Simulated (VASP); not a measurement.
Calculation: LDA (Ceperley-Alder, Perdew-Zunger), VASP's LDA PAW potentials (set 64) (plane waves; VASP).

Input for VASP

**KPOINTS**
```
K-points
0
G
14 14 14
```

File POSCAR:
```
MoSi2
1
   -1.5462134886     1.5462134886     3.8103529487
    1.5462134886    -1.5462134886     3.8103529487
    1.5462134886     1.5462134886    -3.8103529487
Si Mo
2 1
Direct
  0.6658599990   0.6658599990   0.0000000000
  0.3341400010   0.3341400010   0.0000000000
  0.0000000000   0.0000000000   0.0000000000
```

### INCAR
```
# general
SYSTEM =MoSi2
PREC   =Accurate
ENCUT  =500
LREAL  =.FALSE.   # projection in real space or not
LASPH  =.TRUE.   # aspherical one-centre terms

# electronic loop
EDIFF  =1E-6
NELM   =100
ALGO   =Normal   # blocked Davidson
LMAXMIX=4

# smearing
ISMEAR =1   # Methfessel-Paxton
SIGMA  =0.1   # width (eV)

# ions
IBRION =2
NSW    =40
ISIF   =3
EDIFFG =-0.02
PSTRESS=200

# output
LWAVE  =.FALSE.
LCHARG =.FALSE.
```

POTCAR, in this order: Si Mo_sv (LDA.64 set). Program: vasp_std.

The resulting files:

OUTCAR:
```
 ion  position               nearest neighbor table
   1  0.666  0.666  0.000-   3 2.53   3 2.53   3 2.53   3 2.53   2 2.53   2 2.53   2 2.53   2 2.53
                             2 2.53   3 2.55
   2  0.334  0.334  0.000-   3 2.53   3 2.53   3 2.53   3 2.53   1 2.53   1 2.53   1 2.53   1 2.53
                             1 2.53   3 2.55
   3  0.000  0.000  0.000-   2 2.53   1 2.53   1 2.53   2 2.53   1 2.53   2 2.53   2 2.53   1 2.53
                             1 2.55   2 2.55
  LATTYP: Found a body centered tetragonal cell.
 ALAT       =     3.0924269772
 C/A-ratio  =     2.4643123196
 Subroutine PRICEL returns:
 Original cell was already a primitive cell.
 Subroutine GETGRP returns: Found 16 space group operations
The static configuration has the point symmetry D_4h.
The dynamic configuration has the point symmetry D_4h.
 Subroutine INISYM returns: Found 16 space group operations
 Subroutine IBZKPT returns following result:
 Found    244 irreducible k-points:

 Following reciprocal coordinates:
            Coordinates               Weight
  0.000000  0.000000  0.000000      1.000000
  0.071429  0.000000 -0.000000      8.000000
  0.142857  0.000000  0.000000      8.000000
  0.214286 -0.000000  0.000000      8.000000
  0.285714  0.000000  0.000000      8.000000
  0.357143  0.000000  0.000000      8.000000
  0.428571 -0.000000  0.000000      8.000000
  0.500000  0.000000  0.000000      4.000000
  0.071429  0.071429 -0.000000      8.000000
  0.142857  0.071429  0.000000     16.000000
  0.214286  0.071429  0.000000     16.000000
  0.285714  0.071429  0.000000     16.000000
  0.357143  0.071429  0.000000     16.000000
  0.428571  0.071429  0.000000     16.000000
  0.500000  0.071429  0.000000     16.000000
 -0.428571  0.071429  0.000000     16.000000
 -0.357143  0.071429  0.000000     16.000000
 -0.285714  0.071429  0.000000     16.000000
 -0.214286  0.071429  0.000000     16.000000
 -0.142857  0.071429 -0.000000     16.000000
 -0.071429  0.071429  0.000000      4.000000
  0.142857  0.142857  0.000000      8.000000
  0.214286  0.142857  0.000000     16.000000
  0.285714  0.142857 -0.000000     16.000000
  0.357143  0.142857 -0.000000     16.000000
  0.428571  0.142857  0.000000     16.000000
  0.500000  0.142857  0.000000     16.000000
 -0.428571  0.142857 -0.000000     16.000000
 -0.357143  0.142857  0.000000     16.000000
 -0.285714  0.142857  0.000000     16.000000
 -0.214286  0.142857 -0.000000     16.000000
 -0.142857  0.142857  0.000000      4.000000
  0.214286  0.214286  0.000000      8.000000
  0.285714  0.214286 -0.000000     16.000000
  0.357143  0.214286  0.000000     16.000000
  0.428571  0.214286 -0.000000     16.000000
  0.500000  0.214286  0.000000     16.000000
 -0.428571  0.214286 -0.000000     16.000000
 -0.357143  0.214286  0.000000     16.000000
 -0.285714  0.214286  0.000000     16.000000
   k-points           NKPTS =    244   k-points in BZ     NKDIM =    244   number of bands    NBANDS=     15
   number of dos      NEDOS =    301   number of ions     NIONS =      3
   total plane-waves  NPLWV =  32768
   dimension x,y,z NGX =    32 NGY =   32 NGZ =   32
   dimension x,y,z NGXF=    64 NGYF=   64 NGZF=   64
   ions per type =               2   1
   PREC   = accura    normal or accurate (medium, high low for compatibility)
   ISTART =      0    job   : 0-new  1-cont  2-samecut
   ICHARG =      2    charge: 1-file 2-atom 10-const
   ISPIN  =      1    spin polarized calculation?
   LNONCOLLINEAR =      F non collinear calculations
   LSORBIT =      F    spin-orbit coupling
   INIWAV =      1    electr: 0-lowe 1-rand  2-diag
   ENCUT  =  500.0 eV  36.75 Ry    6.06 a.u.   8.01  8.01  8.01*2*pi/ulx,y,z
...
```

File OSZICAR:
```
       N       E                     dE             d eps       ncg     rms          rms(c)
DAV:   1     0.129811157673E+03    0.12981E+03   -0.11350E+04  7320   0.137E+03
DAV:   2    -0.229762251105E+02   -0.15279E+03   -0.15075E+03  8622   0.354E+02
DAV:   3    -0.264935166112E+02   -0.35173E+01   -0.34679E+01  9714   0.483E+01
DAV:   4    -0.265107564373E+02   -0.17240E-01   -0.17238E-01  8342   0.394E+00
DAV:   5    -0.265108901374E+02   -0.13370E-03   -0.13370E-03  9784   0.339E-01    0.278E+01
DAV:   6    -0.257869323490E+02    0.72396E+00   -0.54902E+00  8748   0.184E+01    0.667E+00
DAV:   7    -0.256860931800E+02    0.10084E+00   -0.67565E-01  8517   0.604E+00    0.566E+00
DAV:   8    -0.256521803970E+02    0.33913E-01   -0.91658E-02  8930   0.268E+00    0.371E-01
DAV:   9    -0.256514788883E+02    0.70151E-03   -0.19101E-03  8951   0.387E-01    0.192E-01
DAV:  10    -0.256513825305E+02    0.96358E-04   -0.43963E-04  8888   0.203E-01    0.604E-02
DAV:  11    -0.256513757860E+02    0.67445E-05   -0.67768E-05  9049   0.708E-02    0.139E-02
DAV:  12    -0.256513750679E+02    0.71812E-06   -0.52137E-06  8063   0.166E-02
   1 F= -.21102715E+02 E0= -.21102708E+02  d E =-.211027E+02
```

### OUTCAR
```
------------------------ aborting loop because EDIFF is reached ----------------------------------------
  FORCE on cell =-STRESS in cart. coord.  units (eV):
  Direction    XX          YY          ZZ          XY          YZ          ZX
  --------------------------------------------------------------------------------------
  Total        4.5414471      4.5414471      4.5124572      0.0000000     -0.0000000      0.0000000
  in kB      199.6828350    199.6828350    198.4081753      0.0000000     -0.0000000      0.0000000
  external PRESSURE =      -0.7420516 kB  Pullay stress =     200.0000000 kB
  volume of cell :       36.44
      direct lattice vectors                 reciprocal lattice vectors
    -1.546213489  1.546213489  3.810352949     0.000000000  0.323370611  0.131221440
     1.546213489 -1.546213489  3.810352949     0.323370611  0.000000000  0.131221440
     1.546213489  1.546213489 -3.810352949     0.323370611  0.323370611  0.000000000
 POSITION                                       TOTAL-FORCE (eV/Angst)
 -----------------------------------------------------------------------------------
      0.00000      0.00000      5.07432         0.000000      0.000000      0.006817
      0.00000      0.00000      2.54638        -0.000000     -0.000000     -0.006817
      0.00000      0.00000      0.00000        -0.000000     -0.000000      0.000000
 -----------------------------------------------------------------------------------
    total drift:                                0.000000     -0.000000     -0.000000
  FREE ENERGIE OF THE ION-ELECTRON SYSTEM (eV)
  ---------------------------------------------------
  free  energy   TOTEN  =       -25.6513750679 eV

  energy  without entropy=      -25.6513547369  energy(sigma->0) =      -25.65136829
  enthalpy is  TOTEN    =       -21.1027145464 eV   P V=        4.5486605215

 reached required accuracy - stopping structural energy minimisation
```
(Selected blocks of OUTCAR.)

The compound is MoSi2 in the MoSi2 type structure. It was relaxed first under an external pressure of 20 GPa.
